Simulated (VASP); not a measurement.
# CsSi2 (P-6m2) in VASP: settings compared

One crystal, CsSi2, is run at these levels: PBE, PBEsol, RPBE; tasks: relaxation of cell and atoms.

All numbers are computed with VASP 6.6.1; they aren't measurements. Logs are shortened: lines on timing, memory, paths and dates and some standing lists are left out, and cuts for length are marked.

## Step 1: Starting point

It takes space group P-6m2 (No. 187, hexagonal). The conventional cell has a = 6.372 Å, b = 6.372 Å, c = 4.479 Å, α = 90.00°, β = 90.00°, γ = 120.00°. Cs (site symmetry -6m2) has 6 Si at 3.85 Å as nearest neighbours. Si (site symmetry 3m) has 2 Si at 2.24 Å as nearest neighbours.

The cell was built by a generator and needn't be a form met in nature.

## Step 2: Relaxation of cell and atoms, PBE

Input file INCAR:

```
SYSTEM = CsSi2
PREC     = Accurate       ! precision mode
ENCUT    = 600            ! plane-wave cutoff, eV
EDIFF    = 1E-6           ! SCF threshold, eV
ISMEAR   = -1             ! smearing method
SIGMA    = 0.05           ! smearing width, eV
LREAL    = .FALSE.        ! projectors in reciprocal space
LASPH    = .TRUE.         ! aspherical terms in the spheres
NELM     = 100            ! most SCF steps
ALGO     = Fast           ! electronic algorithm
ISIF     = 3              ! what is computed and relaxed
LWAVE    = .FALSE.        ! write WAVECAR
LCHARG   = .FALSE.        ! write CHGCAR
GGA      = PE             ! functional
IBRION   = 2              ! ionic algorithm
NSW      = 40             ! ionic steps
EDIFFG   = -0.005         ! ionic threshold
```

Input file KPOINTS:

```
regular mesh
0
G
  5 5 6
  0 0 0
```

Input file POSCAR:

```
CsSi2
1.0
    6.3715700000      0.0000000000      0.0000000000
   -3.1857800000      5.5179400000      0.0000000000
    0.0000000000      0.0000000000      4.4786600000
Cs Si
1 2
Direct
    0.0000000000      0.0000000000      0.0000000000
    0.6666700000      0.3333300000      0.2503900000
    0.6666700000      0.3333300000      0.7496100000
```

Potentials or basis: VASP PAW PBE potentials, release 64 (Cs_sv, Si).

Run with:

```bash
$ cat potpaw_PBE.64/Cs_sv/POTCAR potpaw_PBE.64/Si/POTCAR > POTCAR
$ mpirun -np 1 vasp_std > vasp.out
```

OUTCAR:

```text
SYSTEM = CsSi2
   PREC = Accurate
   ENCUT = 600
   EDIFF = 1E-6
   ISMEAR = -1
   LREAL = .FALSE.
   LASPH = .TRUE.
   NELM = 100
   ISIF = 3
   GGA = PE
   IBRION = 2
   NSW = 40
   EDIFFG = -0.005

 ion  position               nearest neighbor table
   1  0.000  0.000  0.000-
   2  0.667  0.333  0.250-   3 2.24   3 2.24
   3  0.667  0.333  0.750-   2 2.24   2 2.24

  LATTYP: Found a hexagonal cell.
 ALAT       =     6.3715700000
 C/A-ratio  =     0.7029130968

  Lattice vectors:

 A1 = (   6.3715700000,   0.0000000000,   0.0000000000)
 A2 = (  -3.1857800000,   5.5179400000,   0.0000000000)
 A3 = (   0.0000000000,   0.0000000000,   4.4786600000)

Analysis of symmetry for initial positions (statically):
=====================================================================
 Subroutine PRICEL returns:
 Original cell was already a primitive cell.

 Routine SETGRP: Setting up the symmetry group for a
 hexagonal supercell.

 Subroutine GETGRP returns: Found  4 space group operations
 (whereof  4 operations were pure point group operations)
 out of a pool of 24 trial point group operations.

The static configuration has the point symmetry C_2v.

Analysis of symmetry for dynamics (positions and initial velocities):
=====================================================================
 Subroutine PRICEL returns:
 Original cell was already a primitive cell.

 Routine SETGRP: Setting up the symmetry group for a
 hexagonal supercell.

 Subroutine GETGRP returns: Found  4 space group operations
 (whereof  4 operations were pure point group operations)
 out of a pool of 24 trial point group operations.

The dynamic configuration has the point symmetry C_2v.

 Subroutine INISYM returns: Found  4 space group operations
 (whereof  4 operations are pure point group operations),
 and found     1 'primitive' translations

----------------------------------------------------------------------------------------

                                     Primitive cell

  volume of cell :     157.4605

  direct lattice vectors                    reciprocal lattice vectors
     6.371570000  0.000000000  0.000000000     0.156947189  0.090613384  0.000000000
    -3.185780000  5.517940000  0.000000000     0.000000000  0.181227052  0.000000000
     0.000000000  0.000000000  4.478660000     0.000000000  0.000000000  0.223281071

  length of vectors
     6.371570000  6.371566217  4.478660000     0.181226945  0.181227052  0.223281071

  position of ions in fractional coordinates (direct lattice)
     0.000000000  0.000000000  0.000000000
     0.666670000  0.333330000  0.250390000
     0.666670000  0.333330000  0.749610000

  ion indices of the primitive-cell ions
   primitive index   ion index
                 1           1
                 2           2
                 3           3

----------------------------------------------------------------------------------------

 KPOINTS: regular mesh

Automatic generation of k-mesh.
 Grid dimensions read from file:
 generate k-points for:    5    5    6

 Generating k-lattice:

  Cartesian coordinates                     Fractional coordinates (reciprocal lattice)
     0.031389438  0.018122677  0.000000000     0.200000000  0.000000000  0.000000000
     0.000000000  0.036245410  0.000000000     0.000000000  0.200000000  0.000000000
     0.000000000  0.000000000  0.037213512     0.000000000  0.000000000  0.166666667

  Length of vectors
     0.036245389  0.036245410  0.037213512

  Shift w.r.t. Gamma in fractional coordinates (k-lattice)
     0.000000000  0.000000000  0.000000000

 Subroutine IBZKPT returns following result:
 ===========================================

 Found     36 irreducible k-points:

 Following reciprocal coordinates:
            Coordinates               Weight
  0.000000  0.000000  0.000000      1.000000
  0.200000  0.000000  0.000000      4.000000
 -0.200000  0.200000  0.000000      2.000000
  0.400000  0.000000  0.000000      4.000000
 -0.400000  0.400000  0.000000      2.000000
  0.200000  0.200000  0.000000      2.000000
[... 16 lines left out ...]
 -0.400000  0.400000  0.333333      4.000000
  0.200000  0.200000  0.333333      4.000000
 [... further k-points ...]
   k-points           NKPTS =     36   k-points in BZ     NKDIM =     36   number of bands    NBANDS=     12
   number of dos      NEDOS =    301   number of ions     NIONS =      3
   total plane-waves  NPLWV = 104976
   dimension x,y,z NGX =    54 NGY =   54 NGZ =   36
   dimension x,y,z NGXF=   108 NGYF=  108 NGZF=   72
   ions per type =               1   2
   NGX,Y,Z   is equivalent  to a cutoff of  14.09, 14.09, 13.36 a.u.
   NGXF,Y,Z  is equivalent  to a cutoff of  28.18, 28.18, 26.73 a.u.
 SYSTEM =  CsSi2
   PREC   = accura    normal or accurate (medium, high low for compatibility)
   ISTART =      0    job   : 0-new  1-cont  2-samecut
   ICHARG =      2    charge: 1-file 2-atom 10-const
   ISPIN  =      1    spin polarized calculation?
   LNONCOLLINEAR =      F non collinear calculations
   LSORBIT =      F    spin-orbit coupling
   LASPH  =      T    aspherical Exc in radial PAW
   ENCUT  =  600.0 eV  44.10 Ry    6.64 a.u.  12.73 12.73  8.94*2*pi/ulx,y,z
   NELM   =    100;   NELMIN=  2; NELMDL= -5     # of ELM steps
   EDIFF  = 0.1E-05   stopping-criterion for ELM
   LREAL  =      F    real-space projection
   EDIFFG = -.5E-02   stopping-criterion for IOM
   NSW    =     40    number of steps for IOM
   IBRION =      2    ionic relax: 0-MD 1-quasi-New 2-CG
   NFREE  =      1    steps in history (QN), initial steepest desc. (CG)
   ISIF   =      3    stress and relaxation
   ISYM   =      2    0-nonsym 1-usesym 2-fastsym
   POTIM  = 0.5000    time-step for ionic-motion
   TEBEG  =    0.0;   TEEND  =   0.0 temperature during run
   PSTRESS=    0.0 pullay stress
   NELECT =      17.0000    total number of electrons
   NUPDOWN=      -1.0000    fix difference up-down
   EMIN   =  10.00;   EMAX   =-10.00  energy-range for DOS
   EFERMI =   0.00;   METHOD = LEGACY
   ISMEAR =    -1;   SIGMA  =   0.05  broadening in eV -4-tet -1-fermi 0-gaus
   EFERMI_NEDOS =   21; number of points for ismear=-14 and -15
   IALGO  =     68    algorithm
   IMIX   =      4    mixing-type and parameters
     AMIX     =   0.40;   BMIX     =  1.00
     AMIX_MAG =   1.60;   BMIX_MAG =  1.00
  volume/ion in A,a.u.               =      52.49       354.20
  Fermi-wavevector in a.u.,A,eV,Ry     =   0.779532  1.473102  8.267855  0.607670
  Thomas-Fermi vector in A             =   1.882656
   LORBIT       =      0    0 simple, 1 ext, 2 COOP (PROOUT), +10 PAW based schemes
   GGA     = PE    functional components
   LHFCALC =     F    Hartree Fock is set to
   AEXX    =    0.0000 exact exchange contribution
   IVDW    =     0    specifies the selected vdW correction
   LEPSILON=     F    determine dielectric tensor
   LRPA    =     F    only Hartree local field effects (RPA)
 conjugate gradient relaxation of ions
 non-spin polarized calculation
 RMM-DIIS sequential band-by-band and
  energy-cutoff  :      600.00
  volume of cell :      157.46
 maximum number of plane-waves:      5276
 NGX is ok and might be reduce to    54
   NGX = 25   NGY = 25   NGZ = 17

--------------------------------------- Ionic step        1  -------------------------------------------

 number of electron      16.9999999 magnetization

 Free energy of the ion-electron system (eV)
  ---------------------------------------------------
  ext. energy  EPLUGINS =         0.00000000
  ---------------------------------------------------
  free energy    TOTEN  =        -9.84218231 eV

  energy without entropy =       -9.80998633  energy(sigma->0) =       -9.82608432

------------------------ aborting loop because EDIFF is reached ----------------------------------------

  FORCE on cell =-STRESS in cart. coord.  units (eV):
  Direction    XX          YY          ZZ          XY          YZ          ZX
  --------------------------------------------------------------------------------------
  -------------------------------------------------------------------------------------
  Total       -0.0149917     -0.0150743     -1.5764477     -0.0000716      0.0000000      0.0000000
  in kB       -0.1525418     -0.1533830    -16.0405265     -0.0007287      0.0000000      0.0000000
  external PRESSURE =      -5.4488171 kB  Pullay stress =       0.0000000 kB
[... 92 lines left out ...]
  FREE ENERGIE OF THE ION-ELECTRON SYSTEM (eV)
  ---------------------------------------------------
  free  energy   TOTEN  =        -9.8720796384 eV

  energy  without entropy=       -9.8674473642  energy(sigma->0) =       -9.86976350

[... ionic steps 4 to 12 ...]

--------------------------------------- Ionic step       13  -------------------------------------------

 number of electron      16.9999999 magnetization

------------------------ aborting loop because EDIFF is reached ----------------------------------------
[... 69 lines left out ...]
--------------------------------------- Ionic step       15  -------------------------------------------

 number of electron      16.9999999 magnetization

 Free energy of the ion-electron system (eV)
  ---------------------------------------------------
  ext. energy  EPLUGINS =         0.00000000
  ---------------------------------------------------
  free energy    TOTEN  =        -9.87573923 eV

  energy without entropy =       -9.87310274  energy(sigma->0) =       -9.87442098

 E-fermi :   0.7190     XC(G=0):  -6.2788

 val. band max:        0.5385970479   @ k =   0.4000   0.4000   0.5000
 cond. band min:       0.9540383802   @ k =   0.4000   0.4000   0.1667
 fundamental gap:      0.4154413323
 Fermi energy:         0.7189660050

 k-point     1 :       0.0000    0.0000    0.0000
  band No.  band energies     occupation
      1     -21.7052      2.00000
      2      -9.1177      2.00000
      3      -8.5122      2.00000
      4      -8.5122      2.00000
      5      -8.3820      2.00000
      6      -3.0378      2.00000
      7      -1.3490      2.00000
      8      -1.3490      2.00000
      9      -0.4783      2.00000
     10       2.0594      0.00000
     11       4.0215      0.00000
     12       4.8240      0.00000
[... 331 lines left out ...]
 k-point    24 :       0.2000    0.2000    0.3333
  band No.  band energies     occupation
      1     -21.6769      2.00000
      2      -8.8201      2.00000
      3      -8.7234      2.00000
      4      -8.4715      2.00000
      5      -7.9654      2.00000
      6      -5.8573      2.00000
      7      -0.7158      2.00000
      8      -0.5490      2.00000
      9       1.5826      0.00000
     10       1.6697      0.00000
     11       3.2295      0.00000
     12       3.9853      0.00000

 [... further k-points ...]

------------------------ aborting loop because EDIFF is reached ----------------------------------------

  FORCE on cell =-STRESS in cart. coord.  units (eV):
  Direction    XX          YY          ZZ          XY          YZ          ZX
  --------------------------------------------------------------------------------------
  -------------------------------------------------------------------------------------
  Total       -0.0026041     -0.0026134     -0.0054399     -0.0000081      0.0000000      0.0000000
  in kB       -0.0270832     -0.0271803     -0.0565754     -0.0000841      0.0000000      0.0000000
  external PRESSURE =      -0.0369463 kB  Pullay stress =       0.0000000 kB
[... 18 lines left out ...]
  FREE ENERGIE OF THE ION-ELECTRON SYSTEM (eV)
  ---------------------------------------------------
  free  energy   TOTEN  =        -9.8757392269 eV

  energy  without entropy=       -9.8731027427  energy(sigma->0) =       -9.87442098

 reached required accuracy - stopping structural energy minimisation
```

Run time: 4.3 min. Hardware: 1 thread of Intel Xeon 6975P-C (Granite Rapids), shared host; peak memory 0.39 GiB.

What came out:

| Property | Result |
| --- | --- |
| Free energy | -9.8757 eV |
| Relaxed volume | 51.35 Å³/atom |
| Relaxed cell | a = 6.387 Å, b = 6.387 Å, c = 4.361 Å, α = 90.00°, β = 90.00°, γ = 120.00° |
| Space group after relaxing (to 0.05 Å) | P-6m2 (No. 187) |
| Energy gained by relaxing | 11.2 meV/atom |
| Ionic steps | 15 |
| Pressure after relaxing | 0.0 GPa |
| Band gap on the k mesh | none (metal or under the smearing width) |

Step by step:
```csv
step,energy change (eV),largest force (eV/Å),pressure (GPa),volume (Å³)
1,0.0000,0.1636,-0.54,157.46
2,-0.0298,0.3901,0.00,153.39
3,-0.0299,0.3688,-0.04,153.56
4,-0.0245,0.2930,0.56,151.92
5,-0.0325,0.1493,0.16,152.94
6,-0.0326,0.1426,-0.09,153.87
7,-0.0335,0.0004,0.03,153.40
8,-0.0335,0.0030,0.03,153.57
9,-0.0335,0.0121,0.01,154.07
10,-0.0336,0.0105,0.01,153.99
11,-0.0335,0.0083,0.01,153.87
12,-0.0336,0.0098,0.01,153.94
13,-0.0336,0.0102,0.01,153.97
14,-0.0335,0.0125,-0.01,154.15
15,-0.0336,0.0004,0.00,154.05
```

Final structure:
```yaml
crystal:
  lattice:
    - [6.38678, -0.00003, 0.00000]
    - [-3.19341, 5.53110, 0.00000]
    - [0.00000, 0.00000, 4.36092]
  atoms:
    - { symbol: Cs, position: [0.00000, 0.00000, 0.00000] }
    - { symbol: Si, position: [0.66667, 0.33333, 0.25005] }
    - { symbol: Si, position: [0.66667, 0.33333, 0.74995] }
```

Spin-orbit coupling is left out, which matters for the levels of Cs.

## Step 3: Relaxation of cell and atoms, PBEsol

INCAR, as its differences from that of step 2:

```diff
@@ -13,3 +13,3 @@
 LCHARG   = .FALSE.        ! write CHGCAR
-GGA      = PE             ! functional
+GGA      = PS             ! functional
 IBRION   = 2              ! ionic algorithm
```

KPOINTS is that of step 2.

POSCAR is that of step 2.

Potentials or basis: VASP PAW PBE potentials, release 64 (Cs_sv, Si).

Run with:

```bash
$ cat potpaw_PBE.64/Cs_sv/POTCAR potpaw_PBE.64/Si/POTCAR > POTCAR
$ mpirun -np 1 vasp_std > vasp.out
```

OUTCAR:

```text
SYSTEM = CsSi2
   PREC = Accurate
   ENCUT = 600
   EDIFF = 1E-6
   ISMEAR = -1
   LREAL = .FALSE.
   LASPH = .TRUE.
   NELM = 100
   ISIF = 3
   GGA = PS
   IBRION = 2
   NSW = 40
   EDIFFG = -0.005

 ion  position               nearest neighbor table
   1  0.000  0.000  0.000-
   2  0.667  0.333  0.250-   3 2.24   3 2.24
   3  0.667  0.333  0.750-   2 2.24   2 2.24

  LATTYP: Found a hexagonal cell.
 ALAT       =     6.3715700000
 C/A-ratio  =     0.7029130968

  Lattice vectors:

 A1 = (   6.3715700000,   0.0000000000,   0.0000000000)
 A2 = (  -3.1857800000,   5.5179400000,   0.0000000000)
 A3 = (   0.0000000000,   0.0000000000,   4.4786600000)

Analysis of symmetry for initial positions (statically):
[... 388 lines left out ...]
      4      -8.2947      2.00000
      5      -8.1269      2.00000
      6      -2.9700      2.00000
      7      -1.2822      2.00000
      8      -1.2822      2.00000
      9      -0.3131      2.00000
     10       2.1621      0.00000
     11       4.1967      0.00000
     12       4.9186      0.00000
[... 331 lines left out ...]
 k-point    24 :       0.2000    0.2000    0.3333
  band No.  band energies     occupation
      1     -21.4476      2.00000
      2      -8.6932      2.00000
      3      -8.5270      2.00000
      4      -8.2537      2.00000
      5      -7.7701      2.00000
      6      -5.7661      2.00000
      7      -0.6617      2.00000
      8      -0.4704      2.00000
      9       1.6388      0.00000
     10       1.7384      0.00000
     11       3.3453      0.00000
     12       4.1319      0.00000

 [... further k-points ...]

------------------------ aborting loop because EDIFF is reached ----------------------------------------

  FORCE on cell =-STRESS in cart. coord.  units (eV):
  Direction    XX          YY          ZZ          XY          YZ          ZX
  --------------------------------------------------------------------------------------
  -------------------------------------------------------------------------------------
  Total       -0.0067433     -0.0067617     -0.0088091     -0.0000159      0.0000000      0.0000000
  in kB       -0.0735605     -0.0737610     -0.0960946     -0.0001737      0.0000000      0.0000000
  external PRESSURE =      -0.0811387 kB  Pullay stress =       0.0000000 kB
[... 18 lines left out ...]
  FREE ENERGIE OF THE ION-ELECTRON SYSTEM (eV)
  ---------------------------------------------------
  free  energy   TOTEN  =       -10.4673694318 eV

  energy  without entropy=      -10.4653800755  energy(sigma->0) =      -10.46637475

 reached required accuracy - stopping structural energy minimisation
```

Wall time 5.8 min (1 thread of Intel Xeon 6975P-C (Granite Rapids), shared host); peak memory 0.38 GiB.

What came out:

- Free energy: -10.4674 eV
- Relaxed volume: 48.96 Å³/atom
- Relaxed cell: a = 6.250 Å, b = 6.250 Å, c = 4.342 Å, α = 90.00°, β = 90.00°, γ = 120.00°
- Space group after relaxing (to 0.05 Å): P-6m2 (No. 187)
- Energy gained by relaxing: 19.9 meV/atom
- Ionic steps: 18
- Pressure after relaxing: 0.0 GPa
- Band gap on the k mesh: none (metal or under the smearing width)

Step by step:
```
step  energy change (eV)  largest force (eV/Å)  pressure (GPa)  volume (Å³)
   1              0.0000                0.1303           -1.11       157.46
   2             -0.0486                0.3946            0.24       149.26
   3             -0.0536                0.3109           -0.17       150.76
   4             -0.0536                0.2952           -0.24       151.05
   5             -0.0536                0.3022           -0.21       150.92
   6             -0.0549                0.3291            0.09       148.64
   7             -0.0569                0.0473           -0.05       149.63
   8             -0.0585                0.0899           -0.19       148.86
   9             -0.0585                0.0901           -0.19       148.85
  10             -0.0596                0.0448           -0.06       147.31
  11             -0.0596                0.0566           -0.06       147.18
  12             -0.0597                0.0238            0.05       146.60
  13             -0.0597                0.0089            0.01       146.83
  14             -0.0597                0.0109            0.01       146.85
  15             -0.0597                0.0244           -0.01       146.95
  16             -0.0597                0.0126            0.00       146.86
  17             -0.0597                0.0066           -0.01       146.88
  18             -0.0597                0.0010           -0.01       146.87
```

Final structure:
```
Cs Si
1.0
     6.24981   -0.00002    0.00000
    -3.12492    5.41248    0.00000
     0.00000    0.00000    4.34189
Cs Si
1 2
Cartesian
  -3.1249 5.4125 0.0000
  3.1249 1.8041 1.0859
  3.1249 1.8041 3.2560
```

Caveat: the PAW data sets were made with another functional, which shifts forces and pressure a little.

(Part 1 of 2 ends here.)
